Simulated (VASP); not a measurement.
An input for Ansatz (written as the equivalent of a VASP run, and not itself run):

Ansatz 0.2 input:
```yaml
crystal:
  lattice:
    - [1.2637797, -2.1889311, 0.0000000]
    - [1.2637797, 2.1889311, 0.0000000]
    - [0.0000000, 0.0000000, 4.5397102]
  atoms:
    - { symbol: Zn, position: [0.3333330, 0.6666670, 0.2500000] }
    - { symbol: Zn, position: [0.6666670, 0.3333330, 0.7500000] }
kpoints:
  mp_grid: { grid: [16, 16, 8] }
hamiltonian:
  xc: lda
  pseudopotentials: { kind: paw }
scf:
  occupations: { method: methfessel_paxton, width: 0.1 }
  max_iter: 100
relax:
  max_steps: 40
  f_tol: 0.02
  cell: { p_target: 20 }
output: { forces: true, stress: true, eigenvalues: true }
```

Question: Translate this input to VASP (INCAR, KPOINTS, POSCAR, choice of POTCAR).

Answer: One answer among several that fit: 
### KPOINTS
```
Automatic
0
Gamma
16 16 8
```

POSCAR:
```
Zn
1
    1.2637796716    -2.1889310940     0.0000000000
    1.2637796716     2.1889310940     0.0000000000
    0.0000000000     0.0000000000     4.5397101751
Zn
2
Direct
  0.3333330000   0.6666670000   0.2500000000
  0.6666670000   0.3333330000   0.7500000000
```

**INCAR**
```
ALGO = Normal
EDIFF = 1E-6
EDIFFG = -0.02
ENCUT = 500
IBRION = 2
ISIF = 3
ISMEAR = 1
LASPH = .TRUE.
LCHARG = .FALSE.
LMAXMIX = 4
LREAL = .FALSE.
LWAVE = .FALSE.
NELM = 100
NSW = 40
PREC = Accurate
PSTRESS = 200
SIGMA = 0.1
SYSTEM = Zn
```

POTCAR, in this order: Zn (LDA.64 set). Program: vasp_std.

Limits of the translation: each code has its own PAW files, so the cut-off isn't converted (ENCUT is set for VASP's; basis.ecutwfc is left out, and Ansatz then takes the one that its files recommend); Ansatz stops its SCF on the density residual and VASP on the energy change (EDIFF); Ansatz's lda is the Perdew-Wang form, while the LDA potentials of VASP carry Perdew-Zunger's.

The compound is Zn in the hcp structure. This run relaxes it under an external pressure of 20 GPa. Symmetry was kept, so distortions that lower it aren't found.
